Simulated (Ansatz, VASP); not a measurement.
## Tl (Thallium) in two plane-wave programs

One calculation is typed for both programs; each brings its own data sets. How far apart do they land? The cell is taken from a series of runs on this material, whose earlier steps may have relaxed, scaled, displaced or heated it; both programs get it as it stands.

Main program and level: Ansatz 0.2.0; plane waves, with VASP 6.6.1 beside it; relaxation of cell and atoms at PBEsol.

**1. The starting structure**

The structure is hexagonal, space group P6_3/mmc (No. 194). Conventional cell: a = 3.480 Å, b = 3.480 Å, c = 5.471 Å, α = 90.00°, β = 90.00°, γ = 120.00°. Tl has 12 Tl at 3.39 to 3.48 Å nearest.

As a file:

```cif
data_structure
_symmetry_space_group_name_H-M 'P6_3/mmc'
_symmetry_Int_Tables_number 194
_cell_length_a 3.4799
_cell_length_b 3.4799
_cell_length_c 5.4709
_cell_angle_alpha 90.000
_cell_angle_beta 90.000
_cell_angle_gamma 120.000
_cell_volume 57.38
loop_
_atom_site_label
_atom_site_type_symbol
_atom_site_symmetry_multiplicity
_atom_site_Wyckoff_symbol
_atom_site_fract_x
_atom_site_fract_y
_atom_site_fract_z
_atom_site_occupancy
Tl1 Tl 2 c 0.33333 0.66667 0.25000 1
```

**2. Ansatz: relaxation of cell and atoms, PBEsol**

Ansatz runs on norm-conserving files, of PseudoDojo where its log says so.

The relaxed volume is the usual yardstick between codes: in a stiff, nearly cubic crystal its relative difference is about their pressure difference at one cell divided by the bulk modulus.

input.yaml

```yaml
crystal:
  lattice:
    - [3.479918366, 0.0, 0.0]
    - [-1.739959183, 3.0136977081, 0.0]
    - [0.0, 0.0, 5.4708688475]
  atoms:
    - { symbol: Tl, position: [0.3333333333, 0.6666666667, 0.25] }
    - { symbol: Tl, position: [0.6666666667, 0.3333333333, 0.75] }
kpoints:
  mp_grid: { grid: [12, 12, 6] }
hamiltonian:
  xc: pbesol
  pseudopotentials: { kind: nc, accuracy: standard }
scf:
  occupations: { method: methfessel_paxton, width: 0.15 }
output:
  forces: true
  stress: true
  eigenvalues: true
  write_density: true
  write_potential: true
  elf: true
  volumetric_format: npy
relax:
  adjacent_minimum: "off"
  f_tol: 0.001
  max_steps: 60
  cell: { stress_tol: 0.01 }
```

Started as:

```console
$ ansatz run input.yaml --threads 8 --pin off --max-ram 14336MiB --backend cpu --events-out ev --progress --plain --runs-dir out
```

Numbers of over 12 decimals in the logs are rounded to 6 here.

The log of the run:

```text
Engine: ansatz 0.2.0, x86_64-unknown-linux-gnu
Pseudopotentials: kind: nc
Pseudopotential: Tl, nc, valence charge 13, recommended cutoff 843.552974 eV (normal), Tl.nc.azcp (PseudoDojo's, or run here from an input of PseudoDojo's; its table is named by hamiltonian.pseudopotentials.accuracy)
Functional definition: PBEsol
  exchange = pbesol_x
  correlation = pbesol_c
Crystal: 2 atoms, lattice volume = 57.375 Å³
Basis set: ecut = 843.552974 eV, 3223 PW (Γ), exchange–correlation on 72×72×108 points (8 copies of the dense FFT grid, shifted against one another)
Bands: 17, of which v1, the nominal top of the filled ones, is band 13 counted from 1 (12 counted from 0)
Symmetry: 24 space group operations
Space group: P63/mmc (ITA 194), of the structure as read, at distance tolerance 3.9e-5 Å
k-points: 76 of 864
Non-local potential: Tl, projectors of the file, l = 0: 2, l = 1: 2, l = 2: 2
Initial density: superposition of atomic densities (chi_scale 0.1, normalization cell)
Initial wavefunctions: pseudopotential atomic-orbital guess
Functional: x = pbesol(κ = 0.804, μ = 0.123457), c = pbesol(β = 0.046)
SCF iter   1: F=—  HF=-3302.988675 eV  |F-HF|=—  |Δ(HF+E_count)|=         —  Δρ=1.46e-2  dr2=1.76e-1  ethr=3.10e-3  ⟨swp⟩=5.9  Hψ=6171  notcnv=0
preconditioner: auto → Kerker (q_TF=auto, 2.391 Å⁻¹)  [metal: Δε(μ)=0.071 eV  Ē_g=13.414 eV  σ=0.150 eV  W_gap=0.35  n_scr=22 (ndim 8)  ℏωp=25.0 eV  f_vac=0.000  D(μ)=0.76/eV (n_scr^D=2)]
SCF iter   2: F=—  HF=-3302.938810 eV  |F-HF|=—  |Δ(HF+E_count)|=   4.99e-2  S|Δr|=    0.00e0  Δρ=7.69e-3  dr2=5.32e-2  ethr=6.76e-4  ⟨swp⟩=1.4  Hψ=2062  notcnv=0
SCF iter   3: F=—  HF=-3302.922030 eV  |F-HF|=—  |Δ(HF+E_count)|=   1.68e-2  S|Δr|=    0.00e0  Δρ=2.32e-3  dr2=1.72e-3  ethr=2.05e-4  ⟨swp⟩=2.4  Hψ=2090  notcnv=0  defer=1
SCF iter   4: F=—  HF=-3302.922003 eV  |F-HF|=—  |Δ(HF+E_count)|=   2.72e-5  S|Δr|=    0.00e0  Δρ=8.00e-4  dr2=2.33e-4  ethr=6.60e-6  ⟨swp⟩=2.8  Hψ=2436  notcnv=0  defer=14
SCF iter   5: F=—  HF=-3302.921917 eV  |F-HF|=—  |Δ(HF+E_count)|=   8.58e-5  S|Δr|=    0.00e0  Δρ=8.21e-5  dr2=3.32e-6  ethr=8.98e-7  ⟨swp⟩=2.1  Hψ=2142  notcnv=0  defer=14
SCF iter   6: F=—  HF=-3302.921926 eV  |F-HF|=—  |Δ(HF+E_count)|=   9.13e-6  S|Δr|=    0.00e0  Δρ=1.42e-5  dr2=1.29e-7  ethr=1.28e-8  ⟨swp⟩=2.1  Hψ=1509  notcnv=0  defer=14
SCF iter   7: F=-3302.921926 eV  HF=-3302.921926 eV  |F-HF|=2.38e-9  |Δ(HF+E_count)|=   6.13e-8  S|Δr|=    0.00e0  Δρ=3.12e-6  dr2=7.32e-9  ethr=3.85e-10  ⟨swp⟩=11.5  Hψ=10411  notcnv=0
SCF 1 converged in 7 iterations: F = -3302.921926 eV  dr2 = 7.32e-9
relax step   1: F+E_penalty+E_count = -3302.92192640 eV  Δ(F+E_penalty+E_count) = +0.000e0 eV  max|allowed force component| = 4.626e-17 eV/Å  Δτ_max = 0.0000 Å  P = +0.042 GPa  Ω = 57.375 Å³  (7 SCF iters, dr2 threshold 1.00e-7 eV, accepted)
[...]
relax step   2: F+E_penalty+E_count = -3302.92193462 eV  Δ(F+E_penalty+E_count) = -8.220e-6 eV  max|allowed force component| = 3.354e-17 eV/Å  Δτ_max = 0.0000 Å  P = +0.006 GPa  Ω = 57.434 Å³  energy of the carried Pulay correction = -4.689e-6 eV  (3 SCF iters, dr2 threshold 7.84e-9 eV, accepted)
[...]
relax step   3: F+E_penalty+E_count = -3302.92193570 eV  Δ(F+E_penalty+E_count) = -1.078e-6 eV  max|allowed force component| = 4.395e-17 eV/Å  Δτ_max = 0.0000 Å  P = -0.002 GPa  Ω = 57.449 Å³  energy of the carried Pulay correction = -5.941e-6 eV  (4 SCF iters, dr2 threshold 5.78e-10 eV, accepted)
[...]
relax step   4: F+E_penalty+E_count = -3302.92194174 eV  Δ(F+E_penalty+E_count) = -6.045e-6 eV  max|allowed force component| = 4.048e-17 eV/Å  Δτ_max = 0.0000 Å  P = -0.002 GPa  Ω = 57.449 Å³  stress off target by 6.00e-3 GPa  SCF on the basis re-selected at this cell (its energy is not comparable with the rows above)  (4 SCF iters)
basis re-selected at this cell: Δ(F+E_penalty+E_count) = -6.045e-6 eV, ΔP = +0.000 GPa vs the last step (what re-selecting the basis moved, of the pressure what is left beyond the Pulay correction that the steps carried, after the strain that the cell walked since its last selection, with what the two solves' SCF thresholds leave and, on support functions, any second-order correction that the steps lacked; it is no m [...]
SCF converged after 4 iterations
Stability not checked: this state was not tested for a lower state beside it, because cold or Methfessel-Paxton smearing, or corrected tetrahedra, fill the levels in a way that the test cannot read (fill_not_monotonic; see scf.lower_state_search)
Free energy (F): -3302.921942 eV
Harris-Foulkes:  -3302.921942 eV  (|F-HF|=4.55e-13)
Internal energy: -3302.922609 eV  (E = F + TS)
E sigma→0 (E₀):  -3302.922109 eV
Entropy (-TS):   0.000667 eV (0.334 meV/atom)
Fermi energy:    10.501754 eV
--- Per-component energies (eV) ---
  E_band       = 20.797202
  E_kinetic    = 1704.905912
  E_local      = -1665.207387  (includes V_loc(G=0)·N_el)
  E_nonlocal   = -571.044071
  E_hartree    = 557.884256
  E_xc         = -1035.006942
  E_vxc        = -563.625792  (∫ρ·V_xc dr)
  E_ewald      = -2294.454377
  E_smearing   = 0.000667  (= −TS)
  E_closure    = -0.000000  (closes the sum)
  Σ components = -3302.921942   (vs F -3302.921942, Δ=0.00e0)
--- Forces (eV/Å), atoms counted from 1 ---
  atom   1  Tl    -0.00000000     0.00000000     0.00000000
  atom   2  Tl    -0.00000000    -0.00000000    -0.00000000
  max |Σ_I F_I| component: 2.78e-17 eV/Å
--- Stress (GPa, compression-positive) ---
        0.000198       0.000000      -0.000000
        0.000000       0.000198       0.000000
       -0.000000       0.000000      -0.005996
  P = ⅓ Tr σ = -0.0019 GPa (-0.019 kbar)
--- Band table (eV; the first three rows and the last of 76) ---
  k-point 0: bands = [... 9 lower, -0.4960, 0.5159, 5.6045, 7.7669, 18.2873, 18.2873, 20.3799, 20.3799]
  k-point 1: bands = [... 9 lower, -0.5057, 0.6708, 4.5489, 9.1299, 18.4141, 18.4141, 19.9971, 20.2443]
  k-point 2: bands = [... 9 lower, -0.5404, 1.1533, 3.1359, 11.4614, 17.0382, 18.7747, 18.7747, 19.8497]
  k-point 75: bands = [... 9 lower, -0.4884, 6.4115, 6.4115, 9.5772, 9.5772, 10.7370, 10.7370, 18.3744]
--- Relaxed structure (3 steps of the walk, 3 accepted, 1 SCFs on fresh bases) ---
  F+E_penalty+E_count = -3302.92194174 eV   max|allowed force component| = 4.048e-17 eV/Å   (the final SCF, on the basis selected at the relaxed cell)
  cell:  # Å, volume = 57.4494 Å³
    - [3.482622, 0.0, 0]
    - [-1.741311, 3.016039, 0]
    - [0, 0, 5.469434]
  atoms:
    - { symbol: Tl, position: [0.333333, 0.666667, 0.25] }
    - { symbol: Tl, position: [0.666667, 0.333333, 0.750000] }
```

The column dr2 measures how far the density is from self-consistency, as an energy; F and HF (Harris–Foulkes) agree once it is small.

**3. VASP: relaxation of cell and atoms, PBEsol**

The same cell, functional, mesh and smearing now go to VASP, with its own data sets.

Lines of VASP's logs that name or quote its potential files are left out, and so is its time.

INCAR

```
SYSTEM = Tl
PREC = Accurate
ENCUT = 500
EDIFF = 1E-07
NELM = 120
ISMEAR = 1
SIGMA = 0.15
LREAL = .FALSE.
ALGO = Normal
GGA = PS
NBANDS = 19
LORBIT = 11
LWAVE = .FALSE.
LCHARG = .FALSE.
ISIF = 3
IBRION = 2
NSW = 80
EDIFFG = -0.005
LASPH = .TRUE.
GGA_COMPAT = .FALSE.
NELMIN = 4
KPAR = 2
```

POSCAR

```
Tl
1.0
    3.4799180000      0.0000000000      0.0000000000
   -1.7399590000      3.0136980000      0.0000000000
    0.0000000000      0.0000000000      5.4708690000
Tl
2
Direct
    0.3333333333      0.6666666667      0.2499999543
    0.6666666667      0.3333333333      0.7500000457
```

KPOINTS

```
Automatic mesh
0
Gamma
12 12 6
0 0 0
```

PAW data sets: Tl_d (PBE family, release 64).

Started as:

```console
$ mpirun -np 2 vasp_std
```

The log of the run:

```text
[banner, memory and clock lines left out]
running    2 mpi-ranks, on    1 nodes
 distrk:  each k-point on    1 cores,    2 groups
 distr:  one band on    1 cores,    1 groups

 POSCAR found type information on POSCAR Tl
 POSCAR found :  1 types and       2 ions
|                                                                             |
|               ----> ADVICE to this user running VASP <----                  |
|                                                                             |
|     You enforced a specific xc type in the INCAR file but a different       |
|     [... a line on the potential file left out ...]
|     I HOPE YOU KNOW WHAT YOU ARE DOING!                                     |
|                                                                             |

 LDA part: xc-table for (Slater+PW92), standard interpolation
 POSCAR, INCAR and KPOINTS ok, starting setup
 FFT: planning ... GRIDC
 FFT: planning ... GRID_SOFT
 FFT: planning ... GRID
 WAVECAR not read
 entering main loop
       N       E                     dE             d eps       ncg     rms          rms(c)
DAV:   1     0.125566632269E+03    0.12557E+03   -0.13915E+04  2904   0.125E+03
DAV:   2    -0.289979071472E+01   -0.12847E+03   -0.12635E+03  3116   0.277E+02
DAV:   3    -0.532772875676E+01   -0.24279E+01   -0.24206E+01  3279   0.334E+01
DAV:   4    -0.534237179199E+01   -0.14643E-01   -0.14642E-01  3103   0.281E+00
DAV:   5    -0.534257359427E+01   -0.20180E-03   -0.20180E-03  3199   0.325E-01    0.297E+00
DAV:   6    -0.527993411091E+01    0.62639E-01   -0.11239E-01  2996   0.268E+00    0.209E+00
DAV:   7    -0.526905546783E+01    0.10879E-01   -0.41040E-02  3034   0.160E+00    0.836E-01
DAV:   8    -0.526822834944E+01    0.82712E-03   -0.23987E-03  2992   0.386E-01    0.472E-02
DAV:   9    -0.526822980087E+01   -0.14514E-05   -0.15436E-05  3254   0.348E-02    0.117E-02
DAV:  10    -0.526823195209E+01   -0.21512E-05   -0.24378E-06  3071   0.142E-02    0.120E-03
DAV:  11    -0.526823199969E+01   -0.47601E-07   -0.13529E-07  1857   0.263E-03
   1 F= -.52682320E+01 E0= -.52684587E+01  d E =-.526823E+01
 curvature:   0.00 expect dE= 0.000E+00 dE for cont linesearch  0.000E+00
 trial: gam= 0.00000 g(F)=  0.108E-40 g(S)=  0.768E-05 ort = 0.000E+00 (trialstep = 0.100E+01)
 search vector abs. value=  0.768E-05
 bond charge predicted
       N       E                     dE             d eps       ncg     rms          rms(c)
DAV:   1    -0.526832905493E+01   -0.97103E-04   -0.21554E-03  3002   0.365E-01    0.531E-02
DAV:   2    -0.526825074683E+01    0.78308E-04   -0.14145E-04  2945   0.981E-02    0.198E-02
DAV:   3    -0.526823665355E+01    0.14093E-04   -0.33597E-05  2974   0.488E-02    0.132E-02
DAV:   4    -0.526823621547E+01    0.43808E-06   -0.32352E-06  2992   0.143E-02    0.118E-03
DAV:   5    -0.526823616386E+01    0.51611E-07   -0.51185E-07  2957   0.580E-03
   2 F= -.52682362E+01 E0= -.52684596E+01  d E =-.416417E-05
 trial-energy change:   -0.000004  1 .order   -0.000004   -0.000008   -0.000000
 step:   1.0312(harm=  1.0312)  dis= 0.00000  next Energy=    -5.268236 (dE=-0.396E-05)
 reached required accuracy - stopping structural energy minimisation
```

Parts of OUTCAR (step 3):

```text
ion  position               nearest neighbor table
   1  0.333  0.667  0.250-   2 3.39   2 3.39   2 3.39   2 3.39   2 3.39   2 3.39
   2  0.667  0.333  0.750-   1 3.39   1 3.39   1 3.39   1 3.39   1 3.39   1 3.39

  LATTYP: Found a hexagonal cell.
 ALAT       =     3.4799180000
 C/A-ratio  =     1.5721258374

 Subroutine GETGRP returns: Found 24 space group operations
 (whereof 12 operations were pure point group operations)

The static configuration has the point symmetry D_3d.
 The point group associated with its full space group is D_6h.

 Found     76 irreducible k-points:

   k-points           NKPTS =     76   k-points in BZ     NKDIM =     76   number of bands    NBANDS=     19

   dimension x,y,z NGX =    28 NGY =   28 NGZ =   40
   dimension x,y,z NGXF=    56 NGYF=   56 NGZF=   80

   ENCUT  =  500.0 eV  36.75 Ry    6.06 a.u.   6.34  6.34  9.97*2*pi/ulx,y,z

   NELECT =      26.0000    total number of electrons

 k-points in reciprocal lattice and weights: Automatic mesh
   0.00000000  0.00000000  0.00000000       0.001
   0.08333333 -0.00000000  0.00000000       0.007
   0.16666667  0.00000000  0.00000000       0.007
   0.25000000 -0.00000000  0.00000000       0.007
   0.33333333  0.00000000  0.00000000       0.007
   0.41666667 -0.00000000  0.00000000       0.007
   0.50000000 -0.00000000  0.00000000       0.003
   0.08333333  0.08333333  0.00000000       0.007
   0.16666667  0.08333333  0.00000000       0.014
[...]
0.33333333  0.25000000  0.50000000       0.014
   0.33333333  0.33333333  0.50000000       0.002

 average (electrostatic) potential at core
       1 -82.9593       2 -82.9593

 E-fermi :   6.3041

 k-point     1 :       0.0000    0.0000    0.0000
  band No.  band energies     occupation
    ...
      9      -4.6697      2.00000
     10      -4.6697      2.00000
     11      -3.6929      2.00000
     12       1.4073      2.00000
     13       3.5604      2.00000
     14      14.0982      0.00000
     15      14.0982      0.00000
     16      16.2219      0.00000
     17      16.2219      0.00000
     18      16.4909      0.00000
    ...

 k-point     2 :       0.0833   -0.0000    0.0000
  band No.  band energies     occupation
    ...
      9      -4.6979      2.00000
     10      -4.6635      2.00000
     11      -3.5625      2.00000
     12       1.4872      2.00000
     13       3.7297      2.00000
     14      12.6454      0.00000
     15      13.5032      0.00000
     16      15.1198      0.00000
     17      16.5831      0.00000
     18      17.1735      0.00000
    ...

 k-point     3 :       0.1667    0.0000    0.0000
  band No.  band energies     occupation
    ...
      9      -4.7667      2.00000
     10      -4.6490      2.00000
     11      -3.1637      2.00000
     12       1.7295      2.00000
     13       4.2208      2.00000
     14      10.3024      0.00000
     15      12.4687      0.00000
     16      13.6951      0.00000
     17      16.1025      0.00000
     18      16.1193      0.00000
    ...

  Total        0.0058314      0.0058314     -0.0014224      0.0000000     -0.0000000      0.0000000
  in kB        0.1629195      0.1629195     -0.0397406      0.0000000     -0.0000000      0.0000000
  external PRESSURE =       0.0953661 kB  Pullay stress =       0.0000000 kB

  energy-cutoff  :      500.00
  volume of cell :       57.35
      direct lattice vectors                 reciprocal lattice vectors
     3.479805661  0.000000000  0.000000000     0.287372370  0.165914482  0.000000000
    -1.739902830  3.013600711 -0.000000000     0.000000000  0.331828963  0.000000000
     0.000000000  0.000000000  5.468527526    -0.000000000  0.000000000  0.182864582

 POSITION                                       TOTAL-FORCE (eV/Angst)
 -----------------------------------------------------------------------------------
     -0.00000      2.00907      1.36713         0.000000      0.000000     -0.000000
      1.73990      1.00453      4.10140        -0.000000     -0.000000      0.000000
 -----------------------------------------------------------------------------------
    total drift:                               -0.000000      0.000000     -0.000299

  FREE ENERGIE OF THE ION-ELECTRON SYSTEM (eV)
  ---------------------------------------------------
  free  energy   TOTEN  =        -5.2682361639 eV

  energy  without entropy=       -5.2689064223  energy(sigma->0) =       -5.26845958

 reached required accuracy - stopping structural energy minimisation

 total charge
# of ion       s       p       d       tot
------------------------------------------
    1        1.179   0.389   9.636  11.203
    2        1.179   0.389   9.636  11.203
--------------------------------------------------
tot          2.357   0.778  19.272  22.407

[... 3 further parts left out ...]
```

CONTCAR:

```
Tl
   1.00000000000000
     3.4798056606804471    0.0000000000000000    0.0000000000000000
    -1.7399028303402235    3.0136007112364527   -0.0000000000000000
     0.0000000000000000    0.0000000000000000    5.4685275261196349
  Tl
     2
Direct
     0.3333333332999970    0.6666666667000030    0.2499999543000015
     0.6666666667000030    0.3333333332999970    0.7500000456999985
```

The PAW data sets were made with PBE, which is usual practice but a small mismatch for other functionals. The run keeps the 24 symmetry operations of its start, so it cannot find a distortion of lower symmetry.

**4. Comparison**

Known differences besides the potentials themselves: the cutoff is 843.553 eV in Ansatz and 500 eV in VASP; Ansatz adds a Pulay correction to the stress that steers its cell, VASP none. Total energies have different zeros and are not compared.

Compared:

| quantity | Ansatz | VASP | difference |
| --- | --- | --- | --- |
| volume (Å³) | 57.45 | 57.35 | +0.18 % |
| edge a after relaxation, in the typed setting (Å) | 3.483 | 3.480 | +0.08 % |
| edge c after relaxation, in the typed setting (Å) | 5.469 | 5.468 | +0.02 % |

**5. Results**

```
difference in volume (relaxation of cell and atoms, PBEsol) : 0.18 %
```

The difference in volume is 0.18 % (relaxation of cell and atoms, PBEsol), within the 1.2 % picked in this series as the mark of a large difference, as far as the stopping tolerances let one tell. Such differences can come from data sets, numerical settings and the points named under the comparisons, not from the functional's error against experiment.

[Lines on the potential files, build, host, timing and source positions are cut from VASP's logs without a mark.]

[Logs are printed without paths, hosts, clocks, repeated set-up lines and the standing remarks that a program may print on its own settings, such as how far it seeks lower states.]

[Hosts, paths, dates, database ids (printed as entryN), source tags and the programs' standing remarks are cut or masked in the printed files.]
